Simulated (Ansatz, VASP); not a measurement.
# Sc2Cu in two plane-wave programs, part 2 of 2

One calculation is typed for both programs; each brings its own data sets. How far apart do they land? The cell is generated by rule, not measured, and may not be a known phase. The cell is taken from a series of runs on this material, whose earlier steps may have relaxed, scaled, displaced or heated it; both programs get it as it stands.

VASP 6.6.1 and Ansatz 0.2.0.

So far: Set-up; VASP: relaxation of cell and atoms, PBEsol, pair 1; Ansatz: relaxation of cell and atoms, PBEsol, pair 1; Differences.

The structure was built from a prototype and need not be the compound's stable phase.

## Step 5: Ansatz: relaxation of cell and atoms, PBEsol, pair 2

Level of this step: Ansatz beside VASP: Kohn-Sham DFT, plane waves, PBEsol (Ansatz).

The relaxed volume is the usual yardstick between codes: in a stiff, nearly cubic crystal its relative difference is about their pressure difference at one cell divided by the bulk modulus. This pair takes another cell of the material, with 6 atoms against 3 for the pair before.

The cell is taken from a series of runs on this material, whose earlier steps may have relaxed, scaled, displaced or heated it; both programs get it as it stands.

File input.yaml:

```yaml
crystal:
  lattice:
    - [4.4477630909, 0.0, 0.0]
    - [0.0, 4.4477630909, 0.0]
    - [0.0, 0.0, 6.3521864394]
  atoms:
    - { symbol: Sc, position: [0.0, 0.5, 0.7859084768] }
    - { symbol: Sc, position: [0.5, 0.0, 0.2140915232] }
    - { symbol: Sc, position: [0.0, 0.5, 0.2859084768] }
    - { symbol: Sc, position: [0.5, 0.0, 0.7140915232] }
    - { symbol: Cu, position: [0.5, 0.5, 0.5] }
    - { symbol: Cu, position: [0.0, 0.0, 0.0] }
kpoints:
  mp_grid: { grid: [8, 8, 6] }
hamiltonian:
  xc: pbesol
scf:
  occupations: { method: methfessel_paxton, width: 0.15 }
output:
  forces: true
  stress: true
  eigenvalues: true
relax:
  adjacent_minimum: "off"
  f_tol: 0.001
  max_steps: 60
  cell: { stress_tol: 0.01 }
```

Launch:

```bash
> ansatz run input.yaml --threads 8 --pin off --max-ram 14336MiB --backend cpu --events-out ev --progress --plain --runs-dir out
```

Numbers of over 12 decimals in the logs are rounded to 6 here.

What it wrote:

```text
[...]
Crystal: 6 atoms, lattice volume = 125.663 Å³
Basis set: ecut = 420 eV, 2477 PW (Γ), exchange–correlation on 60×60×90 points (8 copies of the dense FFT grid, shifted against one another)
Bands: 50, of which v1, the nominal top of the filled ones, is band 41 counted from 1 (40 counted from 0)
Symmetry: 16 space group operations
[...]
k-points: 60 of 384
[...]
cell:  # Å, volume = 125.6627 Å³
    - [4.4477630909, 0.0, 0.0]
    - [0.0, 4.4477630909, 0.0]
    - [0.0, 0.0, 6.3521864394]
  atoms:
    - { symbol: Sc, position: [0.0, 0.5, 0.7859084768] }
    - { symbol: Sc, position: [0.5, 0.0, 0.2140915232] }
    - { symbol: Sc, position: [0.0, 0.5, 0.2859084768] }
    - { symbol: Sc, position: [0.5, 0.0, 0.7140915232] }
    - { symbol: Cu, position: [0.5, 0.5, 0.5] }
    - { symbol: Cu, position: [0.0, 0.0, 0.0] }
[key lines of the parts left out:]
SCF converged after 7 iterations
Free energy (F): -21622.601333 eV
Fermi energy:    10.248496 eV
P = ⅓ Tr σ = 0.0066 GPa (0.066 kbar)
```

## Step 6: VASP: relaxation of cell and atoms, PBEsol, pair 2

The same cell, functional, mesh and smearing now go to VASP, with its own data sets.

File INCAR:

```
SYSTEM = Sc2Cu
PREC = Accurate
ENCUT = 600
EDIFF = 1E-07
NELM = 120
ISMEAR = 1
SIGMA = 0.15
LREAL = .FALSE.
ALGO = Normal
GGA = PS
NBANDS = 40
LASPH = .TRUE.
LORBIT = 11
LWAVE = .FALSE.
LCHARG = .FALSE.
ISIF = 3
IBRION = 2
NSW = 80
EDIFFG = -0.005
GGA_COMPAT = .FALSE.
NELMIN = 4
KPAR = 2
```

File POSCAR:

```
Sc2Cu
1.0
    4.4477630000      0.0000000000      0.0000000000
    0.0000000000      4.4477630000      0.0000000000
    0.0000000000      0.0000000000      6.3521860000
Sc Cu
4 2
Direct
    0.0000000000      0.5000001124      0.7859085046
    0.5000001124      0.0000000000      0.2140914954
    0.0000000000      0.5000001124      0.2859085046
    0.5000001124      0.0000000000      0.7140914954
    0.5000001124      0.5000001124      0.5000000000
    0.0000000000      0.0000000000      0.0000000000
```

File KPOINTS:

```
Automatic mesh
0
Gamma
8 8 6
0 0 0
```

PAW data sets: Sc_sv and Cu (PBE family, release 64).

Launch:

```bash
> mpirun -np 2 vasp_std
```

What it wrote:

```text
[banner, memory and clock lines left out]
running    2 mpi-ranks, on    1 nodes
[...]
[... a notice as in an earlier step ...]

 LDA part: xc-table for (Slater+PW92), standard interpolation
 POSCAR, INCAR and KPOINTS ok, starting setup
[...]
entering main loop
       N       E                     dE             d eps       ncg     rms          rms(c)
DAV:   1     0.124359777024E+04    0.12436E+04   -0.31894E+04  4808   0.225E+03
DAV:   2     0.104856995114E+03   -0.11387E+04   -0.11207E+04  6448   0.764E+02
DAV:   3    -0.301144470163E+02   -0.13497E+03   -0.12867E+03  7384   0.354E+02
DAV:   4    -0.401059542944E+02   -0.99915E+01   -0.92513E+01  7728   0.789E+01
[...]
DAV:  14    -0.345533405847E+02    0.14311E-05   -0.15390E-05  7304   0.376E-02    0.355E-03
DAV:  15    -0.345533404227E+02    0.16197E-06   -0.17000E-06  5920   0.170E-02    0.741E-04
DAV:  16    -0.345533404235E+02   -0.77944E-09   -0.16593E-07  4096   0.658E-03
   1 F= -.34553340E+02 E0= -.34552492E+02  d E =-.345533E+02
[...]
2 F= -.34553744E+02 E0= -.34552844E+02  d E =-.403309E-03
 trial-energy change:   -0.000403  1 .order   -0.000453   -0.001246    0.000340
 step:   0.7504(harm=  0.7855)  dis= 0.00004  next Energy=   -34.553787 (dE=-0.447E-03)
[...]
N       E                     dE             d eps       ncg     rms          rms(c)
DAV:   1    -0.345555370737E+02   -0.17934E-02   -0.38733E-02  4872   0.244E+00    0.329E-01
DAV:   2    -0.345553893163E+02    0.14776E-03   -0.23128E-02  5464   0.209E+00    0.281E-01
DAV:   3    -0.345538482818E+02    0.15410E-02   -0.89905E-03  5152   0.127E+00    0.836E-02
DAV:   4    -0.345538373635E+02    0.10918E-04   -0.13072E-03  6640   0.321E-01    0.466E-02
DAV:   5    -0.345538012276E+02    0.36136E-04   -0.13023E-04  6856   0.123E-01    0.190E-02
DAV:   6    -0.345537967822E+02    0.44453E-05   -0.18205E-05  8112   0.347E-02    0.418E-03
DAV:   7    -0.345537971388E+02   -0.35660E-06   -0.47890E-06  7440   0.192E-02    0.279E-03
DAV:   8    -0.345537969230E+02    0.21582E-06   -0.84273E-07  5664   0.876E-03    0.118E-03
DAV:   9    -0.345537968571E+02    0.65979E-07   -0.15950E-07  3448   0.549E-03
   3 F= -.34553797E+02 E0= -.34552911E+02  d E =-.456434E-03
[...]
reached required accuracy - stopping structural energy minimisation
```

Parts of OUTCAR (step 6):

```text
  Total       -0.0005533     -0.0005533     -0.0123317      0.0000000     -0.0000000      0.0000000
  in kB       -0.0070250     -0.0070250     -0.1565825      0.0000000     -0.0000000      0.0000000
  external PRESSURE =      -0.0568775 kB  Pullay stress =       0.0000000 kB

 POSITION                                       TOTAL-FORCE (eV/Angst)
 -----------------------------------------------------------------------------------
      0.00000      2.22703      4.99856         0.000000     -0.000000      0.001072
      2.22703      4.45406      1.36173         0.000000      0.000000     -0.001072
      0.00000      2.22703      1.81842         0.000000     -0.000000      0.001072
      2.22703      4.45406      4.54188         0.000000      0.000000     -0.001072
      2.22703      2.22703      3.18015         0.000000      0.000000      0.000000
      0.00000      0.00000      0.00000        -0.000000     -0.000000      0.000000
 -----------------------------------------------------------------------------------
    total drift:                               -0.001193     -0.001193      0.000000

  FREE ENERGIE OF THE ION-ELECTRON SYSTEM (eV)
  ---------------------------------------------------
  free  energy   TOTEN  =       -34.5537968571 eV

  energy  without entropy=      -34.5511391019  energy(sigma->0) =      -34.55291094

[... 1 part as in an earlier step ...]

[... 3 further parts left out ...]
[key lines of the parts left out:]
E-fermi :   4.1199
```

## Step 7: Side by side

What differs besides the data sets and the points named for the pairs above, as far as they apply: the data sets hold 82 valence electrons in Ansatz (on its default PAW (the set named soft_2) files) and 66 in VASP. Total energies have different zeros and are not compared.

The two programs side by side:

```tsv
quantity	Ansatz	VASP	difference
volume (Å³)	125.66	126.18	-0.41 %
edge a after relaxation, in the typed setting (Å)	4.448	4.454	-0.14 %
edge c after relaxation, in the typed setting (Å)	6.352	6.360	-0.13 %
```

## Step 8: Ansatz: relaxation of cell and atoms, PBEsol, pair 3

The relaxed volume is the usual yardstick between codes: in a stiff, nearly cubic crystal its relative difference is about their pressure difference at one cell divided by the bulk modulus.

The cell is taken from a series of runs on this material, whose earlier steps may have relaxed, scaled, displaced or heated it; both programs get it as it stands.

File input.yaml:

```yaml
crystal:
  lattice:
    - [0.0, -3.1508172729, -3.1508172729]
    - [0.0, 3.1508172729, -3.1508172729]
    - [6.3016345457, 0.0, 0.0]
  atoms:
    - { symbol: Sc, position: [0.0, 0.5, 0.7849115771] }
    - { symbol: Sc, position: [0.5, 0.0, 0.2150884229] }
    - { symbol: Sc, position: [1.0, 0.5, 0.2849115771] }
    - { symbol: Sc, position: [0.5, 0.0, 0.7150884229] }
    - { symbol: Cu, position: [0.5, 0.5, 0.5] }
    - { symbol: Cu, position: [0.0, 0.0, 0.0] }
kpoints:
  mp_grid: { grid: [8, 8, 6] }
hamiltonian:
  xc: pbesol
scf:
  occupations: { method: methfessel_paxton, width: 0.15 }
output:
  forces: true
  stress: true
  eigenvalues: true
  write_density: true
  write_potential: true
  elf: true
  volumetric_format: npy
relax:
  adjacent_minimum: "off"
  f_tol: 0.002
  max_steps: 120
  cell: { stress_tol: 0.03 }
```

Launch:

```bash
> ansatz run input.yaml --threads 8 --pin off --max-ram 14336MiB --backend cpu --events-out ev --progress --plain --runs-dir out
```

What it wrote:

```text
[...]
Crystal: 6 atoms, lattice volume = 125.121 Å³
Basis set: ecut = 420 eV, 2477 PW (Γ), exchange–correlation on 60×60×90 points (8 copies of the dense FFT grid, shifted against one another)
Bands: 50, of which v1, the nominal top of the filled ones, is band 41 counted from 1 (40 counted from 0)
Symmetry: 16 space group operations
[...]
k-points: 60 of 384
[...]
cell:  # Å, volume = 125.6627 Å³
    - [0, -3.145043, -3.145043]
    - [0, 3.145043, -3.145043]
    - [6.352186, 0, 0.0]
  atoms:
    - { symbol: Sc, position: [0.0, 0.500000, 0.785908] }
    - { symbol: Sc, position: [0.500000, 0.0, 0.214092] }
    - { symbol: Sc, position: [1.000000, 0.500000, 0.285908] }
    - { symbol: Sc, position: [0.500000, 0.0, 0.714092] }
    - { symbol: Cu, position: [0.500000, 0.500000, 0.500000] }
    - { symbol: Cu, position: [0, 0, 0] }
[key lines of the parts left out:]
SCF converged after 5 iterations
Free energy (F): -21622.601333 eV
Fermi energy:    10.248495 eV
P = ⅓ Tr σ = 0.0066 GPa (0.066 kbar)
```

## Step 9: VASP: relaxation of cell and atoms, PBEsol, pair 3

The same cell, functional, mesh and smearing now go to VASP, with its own data sets.

INCAR is that of step 6.

File POSCAR:

```
Sc2Cu
1.0
    0.0000000000     -3.1508170000     -3.1508170000
    0.0000000000      3.1508170000     -3.1508170000
    6.3016350000      0.0000000000      0.0000000000
Sc Cu
4 2
Direct
    0.0000000000      0.5000001587      0.7849115349
    0.5000001587      0.0000000000      0.2150884651
    0.0000001587      0.5000000000      0.2849116142
    0.5000001587      0.0000000000      0.7150883858
    0.5000000000      0.5000000000      0.4999999207
    0.0000000000      0.0000000000      0.0000000000
```

KPOINTS is that of step 6.

Launch:

```bash
> mpirun -np 2 vasp_std
```

What it wrote:

```text
[... set-up lines as in an earlier step ...]
 entering main loop
       N       E                     dE             d eps       ncg     rms          rms(c)
DAV:   1     0.124508582905E+04    0.12451E+04   -0.31737E+04  4808   0.225E+03
DAV:   2     0.104364841049E+03   -0.11407E+04   -0.11237E+04  6384   0.767E+02
DAV:   3    -0.301181301022E+02   -0.13448E+03   -0.12839E+03  7384   0.354E+02
DAV:   4    -0.400908062597E+02   -0.99727E+01   -0.92341E+01  7688   0.794E+01
[...]
DAV:  14    -0.345502432873E+02    0.14100E-05   -0.16576E-05  7240   0.402E-02    0.419E-03
DAV:  15    -0.345502430740E+02    0.21327E-06   -0.22017E-06  5904   0.189E-02    0.632E-04
DAV:  16    -0.345502431309E+02   -0.56923E-07   -0.19014E-07  4232   0.654E-03
   1 F= -.34550243E+02 E0= -.34550030E+02  d E =-.345502E+02
[... from here on, the cycles between the ionic steps are left out ...]
   2 F= -.34552978E+02 E0= -.34552445E+02  d E =-.273508E-02
   3 F= -.34553025E+02 E0= -.34552531E+02  d E =-.278177E-02
   4 F= -.34553497E+02 E0= -.34552868E+02  d E =-.472419E-03
   5 F= -.34553630E+02 E0= -.34552868E+02  d E =-.605241E-03
   6 F= -.34553630E+02 E0= -.34552862E+02  d E =-.605288E-03
   7 F= -.34553637E+02 E0= -.34552852E+02  d E =-.728247E-05
   8 F= -.34553639E+02 E0= -.34552845E+02  d E =-.838931E-05
   9 F= -.34553645E+02 E0= -.34552846E+02  d E =-.624415E-05
  10 F= -.34553662E+02 E0= -.34552848E+02  d E =-.232078E-04
[...]
reached required accuracy - stopping structural energy minimisation
```

Parts of OUTCAR (step 9):

```text
  Total       -0.0111007      0.0011902      0.0011902     -0.0000000      0.0000000      0.0000000
  in kB       -0.1409570      0.0151131      0.0151131     -0.0000000      0.0000000      0.0000000
  external PRESSURE =      -0.0369103 kB  Pullay stress =       0.0000000 kB

 POSITION                                       TOTAL-FORCE (eV/Angst)
 -----------------------------------------------------------------------------------
      4.99295     -1.57486     -4.72459         0.004682      0.000000      0.000000
      1.36618      1.57486     -4.72459        -0.004682      0.000000     -0.000000
      1.81339      1.57486     -1.57486         0.004682     -0.000000     -0.000000
      4.54575      1.57486     -4.72459        -0.004682     -0.000000     -0.000000
      3.17957     -0.00000     -3.14973         0.000000     -0.000000      0.000000
      0.00000     -0.00000     -0.00000         0.000000      0.000000      0.000000
 -----------------------------------------------------------------------------------
    total drift:                                0.000123      0.001073      0.002090

  FREE ENERGIE OF THE ION-ELECTRON SYSTEM (eV)
  ---------------------------------------------------
  free  energy   TOTEN  =       -34.5536617831 eV

  energy  without entropy=      -34.5512210067  energy(sigma->0) =      -34.55284819

[... 2 parts as in an earlier step ...]

[... 2 further parts left out ...]
[key lines of the parts left out:]
E-fermi :   4.1210
```

## Step 10: Comparison

What differs besides the data sets and the points named for the pairs above, as far as they apply: the data sets hold 82 valence electrons in Ansatz (on its default PAW (the set named soft_2) files) and 66 in VASP. Total energies have different zeros and are not compared.

Compared:

```tsv
quantity	Ansatz	VASP	difference
volume (Å³)	125.66	126.18	-0.41 %
edge a after relaxation, in the typed setting (Å)	4.448	4.454	-0.15 %
edge c after relaxation, in the typed setting (Å)	6.352	6.359	-0.11 %
```

## Step 11: What came out

| Item | Value |
| --- | --- |
| difference in volume (relaxation of cell and atoms, PBEsol, pair 1) | -0.41 % |
| difference in volume (relaxation of cell and atoms, PBEsol, pair 2) | -0.41 % |
| difference in volume (relaxation of cell and atoms, PBEsol, pair 3) | -0.41 % |

**Reading.** The difference in volume is -0.41 % (relaxation of cell and atoms, PBEsol, pair 1), within the 1.2 % picked in this series as the mark of a large difference, as far as the stopping tolerances let one tell. The data sets hold unlike numbers of valence electrons (41 in Ansatz and 33 in VASP and 82 in Ansatz and 66 in VASP), so part of the differences comes from the potentials. 3 further runs of this series are not shown here. Such differences can come from data sets, numerical settings and the points named under the comparisons, not from the functional's error against experiment.

[Lines on the potential files, build, host, timing and source positions are cut from VASP's logs without a mark.]

[Logs are printed without paths, hosts, clocks, repeated set-up lines and the standing remarks that a program may print on its own settings, such as how far it seeks lower states.]

[Hosts, paths, dates, database ids (printed as entryN), source tags and the programs' standing remarks are cut or masked in the printed files.]
